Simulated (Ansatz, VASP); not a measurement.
# Ru (Ruthenium): VASP beside Ansatz

One calculation is typed for both programs; each brings its own data sets. How far apart do they land? The cell is taken from a series of runs on this material, whose earlier steps may have relaxed, scaled, displaced or heated it; both programs get it as it stands.

Calculated with Ansatz 0.2.0; plane waves, with VASP 6.6.1 beside it; zone-centre phonons at LDA.

## Step 1: Starting point

The structure is hexagonal, space group P6_3/mmc (No. 194). Conventional cell: a = 2.712 Å, b = 2.712 Å, c = 4.274 Å, α = 90.00°, β = 90.00°, γ = 120.00°. Ru has 12 Ru at 2.65 to 2.71 Å nearest.

Coordinates:

```
Ru
1.0
     2.71181    0.00000    0.00000
    -1.35590    2.34849    0.00000
     0.00000    0.00000    4.27417
Ru
2
Cartesian
  0.0000 1.5657 1.0685
  1.3559 0.7828 3.2056
```

## Step 2: VASP: zone-centre phonons, LDA

Second derivatives magnify differences that forces hide, and they need a tight electronic threshold.

Lines of VASP's logs that name or quote its potential files are left out, and so is its time.

Input file INCAR:

```
SYSTEM = Ru
PREC = Accurate
ENCUT = 500
EDIFF = 1E-08
NELM = 120
ISMEAR = 1
SIGMA = 0.2
LREAL = .FALSE.
ALGO = Normal
GGA = CA
NBANDS = 20
LASPH = .TRUE.
LORBIT = 11
LWAVE = .FALSE.
LCHARG = .FALSE.
ISIF = 2
IBRION = 8
GGA_COMPAT = .FALSE.
KPAR = 2
```

Input file POSCAR:

```
Ru
1.0
    2.7118053477      0.0000000000      0.0000000000
   -1.3559026738      2.3484923213      0.0000000000
    0.0000000000      0.0000000000      4.2741680760
Ru
2
Direct
    0.3333333333      0.6666666667      0.2500000000
    0.6666666667      0.3333333333      0.7500000000
```

Input file KPOINTS:

```
Automatic mesh
0
Gamma
18 18 12
0 0 0
```

Potentials, in the order of the species: Ru_pv (LDA family, release 64).

Started as:

```sh
> mpirun -np 2 vasp_std
```

Numbers of over 12 decimals in the logs are rounded to 6 here.

What it wrote:

```text
[banner, memory and clock lines left out]
running    2 mpi-ranks, on    1 nodes
 distrk:  each k-point on    1 cores,    2 groups
 distr:  one band on    1 cores,    1 groups

 POSCAR found type information on POSCAR Ru
 POSCAR found :  1 types and       2 ions
 LDA part: xc-table for (Slater(with rela. corr.)+CA(PZ))
 , standard interpolation
 POSCAR, INCAR and KPOINTS ok, starting setup
 FFT: planning ... GRIDC
 FFT: planning ... GRID_SOFT
 FFT: planning ... GRID
 WAVECAR not read
 entering main loop
       N       E                     dE             d eps       ncg     rms          rms(c)
DAV:   1     0.280463064736E+03    0.28046E+03   -0.17291E+04 10368   0.151E+03
DAV:   2    -0.169407869545E+02   -0.29740E+03   -0.28924E+03 10720   0.455E+02
DAV:   3    -0.228070043526E+02   -0.58662E+01   -0.58176E+01 11880   0.714E+01
DAV:   4    -0.228543219267E+02   -0.47318E-01   -0.47280E-01 13660   0.604E+00
DAV:   5    -0.228548967861E+02   -0.57486E-03   -0.57321E-03 11684   0.562E-01    0.183E+01
DAV:   6    -0.214428749085E+02    0.14120E+01   -0.34101E+00 11800   0.182E+01    0.457E+00
DAV:   7    -0.213633414168E+02    0.79533E-01   -0.44754E-01 11844   0.472E+00    0.107E+00
DAV:   8    -0.213538926856E+02    0.94487E-02   -0.25147E-02 11492   0.122E+00    0.324E-01
DAV:   9    -0.213529803515E+02    0.91233E-03   -0.16292E-03 11964   0.454E-01    0.342E-02
DAV:  10    -0.213529957375E+02   -0.15386E-04   -0.13434E-04 11612   0.117E-01    0.249E-02
DAV:  11    -0.213529936279E+02    0.21096E-05   -0.21000E-05 11804   0.437E-02    0.132E-03
DAV:  12    -0.213529936120E+02    0.15911E-07   -0.18493E-07 12020   0.402E-03    0.117E-03
DAV:  13    -0.213529936078E+02    0.41500E-08   -0.48379E-09  7648   0.658E-04
   1 F= -.21352994E+02 E0= -.21353136E+02  d E =0.428074E-03
 Linear response reoptimize wavefunctions to high precision
DAV:   1    -0.213529936137E+02   -0.58894E-08   -0.11336E-09  7212   0.340E-04
DAV:   2    -0.213529936137E+02    0.15916E-10   -0.66465E-11  6972   0.934E-05
 Linear response DOF=           2
 Linear response progress:
  Degree of freedom:   1/  2
       N       E                     dE             d eps       ncg     rms          rms(c)
RMM:   1    -0.507632072790E+00   -0.50763E+00    0.33723E+00 46340   0.595E+01
RMM:   2    -0.609284113902E+00   -0.10165E+00   -0.11900E-01 63548   0.291E+00    0.140E-01
RMM:   3    -0.608180973136E+00    0.11031E-02   -0.34314E-03 73286   0.491E-01    0.632E-02
RMM:   4    -0.607002596916E+00    0.11784E-02   -0.48315E-04 72929   0.168E-01    0.234E-02
RMM:   5    -0.606848837259E+00    0.15376E-03   -0.48013E-05 87964   0.425E-02    0.999E-03
RMM:   6    -0.606768858405E+00    0.79979E-04   -0.46874E-05 76992   0.129E-02    0.645E-03
RMM:   7    -0.606760866023E+00    0.79924E-05   -0.40071E-05 76801   0.765E-03    0.719E-04
RMM:   8    -0.606778512769E+00   -0.17647E-04   -0.25493E-05 94784   0.245E-03    0.344E-04
RMM:   9    -0.606786779632E+00   -0.82669E-05   -0.14597E-05 85578   0.108E-03    0.705E-05
RMM:  10    -0.606787244650E+00   -0.46502E-06   -0.89896E-06100002   0.633E-04    0.202E-05
RMM:  11    -0.606787614207E+00   -0.36956E-06   -0.47308E-06 89096   0.423E-04    0.791E-06
RMM:  12    -0.606787624777E+00   -0.10570E-07   -0.30259E-06 99348   0.325E-04    0.338E-06
RMM:  13    -0.606787588546E+00    0.36230E-07   -0.18003E-06103761   0.274E-04    0.146E-06
RMM:  14    -0.606787616333E+00   -0.27786E-07   -0.11248E-06 94693   0.248E-04    0.417E-07
RMM:  15    -0.606787630331E+00   -0.13998E-07   -0.76009E-07 92544   0.232E-04    0.560E-07
RMM:  16    -0.606787638387E+00   -0.80561E-08   -0.57572E-07 89937   0.223E-04    0.413E-07
RMM:  17    -0.606787643356E+00   -0.49694E-08   -0.34088E-07 90939   0.217E-04    0.184E-07
RMM:  18    -0.606787649320E+00   -0.59636E-08   -0.30023E-07 82957   0.214E-04    0.128E-07
RMM:  19    -0.606787644244E+00    0.50762E-08   -0.21209E-07 78060   0.211E-04    0.305E-07
RMM:  20    -0.606787645539E+00   -0.12955E-08   -0.20701E-07 76494   0.210E-04    0.290E-07
RMM:  21    -0.606787648048E+00   -0.25083E-08   -0.13736E-07 76395   0.209E-04    0.215E-07
RMM:  22    -0.606787649209E+00   -0.11619E-08   -0.16780E-07 76000   0.209E-04    0.172E-07
RMM:  23    -0.606787648448E+00    0.76099E-09   -0.10127E-07 75604   0.209E-04    0.189E-07
RMM:  24    -0.606787648557E+00   -0.10863E-09   -0.13390E-07 75158   0.208E-04    0.199E-07
 first order change of Fermi-energy  -0.25421E-06
 force on displaced ion       1 direction 1 :  -7.435   0.001   0.000
 Linear response progress:
  Degree of freedom:   2/  2
       N       E                     dE             d eps       ncg     rms          rms(c)
RMM:   1    -0.619456571195E+00   -0.61946E+00    0.38424E+00 15971   0.602E+01
RMM:   2    -0.733081227913E+00   -0.11362E+00   -0.13318E-01 22033   0.303E+00    0.140E-01
RMM:   3    -0.733083372609E+00   -0.21447E-05   -0.24484E-03 25384   0.466E-01    0.707E-02
RMM:   4    -0.732434108922E+00    0.64926E-03   -0.48714E-04 24855   0.163E-01    0.209E-02
RMM:   5    -0.732300286684E+00    0.13382E-03    0.33548E-05 29414   0.509E-02    0.135E-02
RMM:   6    -0.732242793787E+00    0.57493E-04   -0.11442E-06 26511   0.165E-02    0.103E-02
RMM:   7    -0.732205690435E+00    0.37103E-04   -0.20439E-05 25297   0.101E-02    0.273E-03
RMM:   8    -0.732195075472E+00    0.10615E-04    0.16910E-05 29091   0.404E-03    0.673E-04
RMM:   9    -0.732203975615E+00   -0.89001E-05    0.86618E-07 28463   0.179E-03    0.925E-05
RMM:  10    -0.732204213333E+00   -0.23772E-06    0.69625E-06 29458   0.843E-04    0.413E-05
RMM:  11    -0.732205585921E+00   -0.13726E-05    0.21791E-06 31625   0.497E-04    0.108E-05
RMM:  12    -0.732206140478E+00   -0.55456E-06   -0.13310E-06 31118   0.370E-04    0.415E-06
RMM:  13    -0.732205962385E+00    0.17809E-06    0.89269E-07 33936   0.308E-04    0.156E-06
RMM:  14    -0.732206193928E+00   -0.23154E-06   -0.11006E-06 33753   0.274E-04    0.121E-06
[...]
RMM:  20    -0.732206178497E+00    0.19105E-07   -0.31702E-07 25203   0.231E-04    0.243E-07
RMM:  21    -0.732206182491E+00   -0.39936E-08   -0.31086E-07 26748   0.230E-04    0.299E-07
RMM:  22    -0.732206181921E+00    0.56999E-09   -0.30065E-07 25348   0.229E-04    0.210E-07
RMM:  23    -0.732206177508E+00    0.44134E-08   -0.24570E-07 24911   0.228E-04    0.356E-07
RMM:  24    -0.732206179619E+00   -0.21119E-08   -0.27196E-07 24935   0.228E-04    0.272E-07
RMM:  25    -0.732206177289E+00    0.23301E-08   -0.23065E-07 25301   0.228E-04    0.353E-07
RMM:  26    -0.732206177255E+00    0.34168E-10   -0.23299E-07 24774   0.228E-04    0.274E-07
RMM:  27    -0.732206178621E+00   -0.13663E-08   -0.23734E-07 26617   0.228E-04    0.308E-07
 first order change of Fermi-energy   0.10296E-03
 force on displaced ion       1 direction 3 :   0.000  -0.000 -11.758
 Linear response finished
```

OUTCAR, selected parts (step 2):

```text
ion  position               nearest neighbor table
   1  0.333  0.667  0.250-   2 2.65   2 2.65   2 2.65   2 2.65   2 2.65   2 2.65
   2  0.667  0.333  0.750-   1 2.65   1 2.65   1 2.65   1 2.65   1 2.65   1 2.65

  LATTYP: Found a hexagonal cell.
 ALAT       =     2.7118053477
 C/A-ratio  =     1.5761338031

 Subroutine GETGRP returns: Found 24 space group operations
 (whereof 12 operations were pure point group operations)

The static configuration has the point symmetry D_3d.
 The point group associated with its full space group is D_6h.

 Found    259 irreducible k-points:

   k-points           NKPTS =    259   k-points in BZ     NKDIM =    259   number of bands    NBANDS=     20

   dimension x,y,z NGX =    20 NGY =   20 NGZ =   32
   dimension x,y,z NGXF=    40 NGYF=   40 NGZF=   64

   ENCUT  =  500.0 eV  36.75 Ry    6.06 a.u.   4.94  4.94  7.79*2*pi/ulx,y,z

   NELECT =      28.0000    total number of electrons

 k-points in reciprocal lattice and weights: Automatic mesh
   0.00000000  0.00000000  0.00000000       0.000
   0.05555556 -0.00000000  0.00000000       0.002
   0.11111111 -0.00000000  0.00000000       0.002
   0.16666667 -0.00000000  0.00000000       0.002
   0.22222222 -0.00000000  0.00000000       0.002
   0.27777778 -0.00000000  0.00000000       0.002
   0.33333333 -0.00000000  0.00000000       0.002
   0.38888889 -0.00000000  0.00000000       0.002
   0.44444444 -0.00000000  0.00000000       0.002
[...]
0.33333333  0.27777778  0.50000000       0.003
   0.33333333  0.33333333  0.50000000       0.001

 average (electrostatic) potential at core
       1 -67.5122       2 -67.5122

  Total       -2.0937969     -2.0937969     -2.0808311     -0.0000000     -0.0000000     -0.0000000
  in kB     -123.2383495   -123.2383495   -122.4751979     -0.0000000     -0.0000000     -0.0000000
  external PRESSURE =    -122.9839656 kB  Pullay stress =       0.0000000 kB

  energy-cutoff  :      500.00
  volume of cell :       27.22
      direct lattice vectors                 reciprocal lattice vectors
     2.711805348  0.000000000  0.000000000     0.368758031  0.212902548  0.000000000
    -1.355902674  2.348492321  0.000000000     0.000000000  0.425805097  0.000000000
     0.000000000  0.000000000  4.274168076     0.000000000  0.000000000  0.233963658

 POSITION                                       TOTAL-FORCE (eV/Angst)
 -----------------------------------------------------------------------------------
     -0.00000      1.56566      1.06854         0.000000     -0.000000      0.000000
      1.35590      0.78283      3.20563        -0.000000      0.000000      0.000000
 -----------------------------------------------------------------------------------
    total drift:                                0.000000     -0.000000      0.000000

 Eigenvectors and eigenvalues of the dynamical matrix
 ----------------------------------------------------

   1 f  =    7.540775 THz    47.380089 2PiTHz  251.533192 cm-1    31.186127 meV
             X         Y         Z           dx          dy          dz
     -0.000000  1.565662  1.068542    -0.000000    0.000000   -0.707107
      1.355903  0.782831  3.205626     0.000000    0.000000    0.707107

   2 f  =    5.996348 THz    37.676165 2PiTHz  200.016637 cm-1    24.798891 meV
             X         Y         Z           dx          dy          dz
     -0.000000  1.565662  1.068542     0.208488    0.675672   -0.000000
      1.355903  0.782831  3.205626    -0.208488   -0.675672    0.000000

   3 f  =    5.996348 THz    37.676165 2PiTHz  200.016637 cm-1    24.798891 meV
             X         Y         Z           dx          dy          dz
     -0.000000  1.565662  1.068542    -0.675672    0.208488    0.000000
      1.355903  0.782831  3.205626     0.675672   -0.208488    0.000000

   4 f  =    0.000000 THz     0.000001 2PiTHz    0.000003 cm-1     0.000000 meV
             X         Y         Z           dx          dy          dz
     -0.000000  1.565662  1.068542    -0.624381    0.331887   -0.000000
      1.355903  0.782831  3.205626    -0.624381    0.331887    0.000000

   5 f  =    0.000000 THz     0.000000 2PiTHz    0.000000 cm-1     0.000000 meV
             X         Y         Z           dx          dy          dz
     -0.000000  1.565662  1.068542     0.000000   -0.000000    0.707107
      1.355903  0.782831  3.205626    -0.000000    0.000000    0.707107

   6 f/i=    0.000000 THz     0.000000 2PiTHz    0.000001 cm-1     0.000000 meV
             X         Y         Z           dx          dy          dz
     -0.000000  1.565662  1.068542    -0.331887   -0.624381   -0.000000
      1.355903  0.782831  3.205626    -0.331887   -0.624381    0.000000

 ELASTIC MODULI CONTR FROM IONIC RELAXATION (kBar)
 Direction    XX          YY          ZZ          XY          YZ          ZX
 --------------------------------------------------------------------------------
 XX         -47.1597     47.1597      0.0000     -0.0000      0.0000     -0.0000
 YY          47.1597    -47.1597     -0.0000     -0.0000      0.0000      0.0000
 ZZ           0.0000     -0.0000     -0.0000     -0.0000      0.0000      0.0000
 XY          -0.0000     -0.0000     -0.0000    -47.1597      0.0000     -0.0000
 YZ           0.0000      0.0000      0.0000      0.0000      0.0000      0.0000
 ZX          -0.0000      0.0000      0.0000     -0.0000      0.0000     -0.0000
 --------------------------------------------------------------------------------
```

(Continued in part 2 of 2.)

[Lines on the potential files, build, host, timing and source positions are cut from VASP's logs without a mark.]

[Logs are printed without paths, hosts, clocks, repeated set-up lines and the standing remarks that a program may print on its own settings, such as how far it seeks lower states.]

[Hosts, paths, dates, database ids (printed as entryN), source tags and the programs' standing remarks are cut or masked in the printed files.]
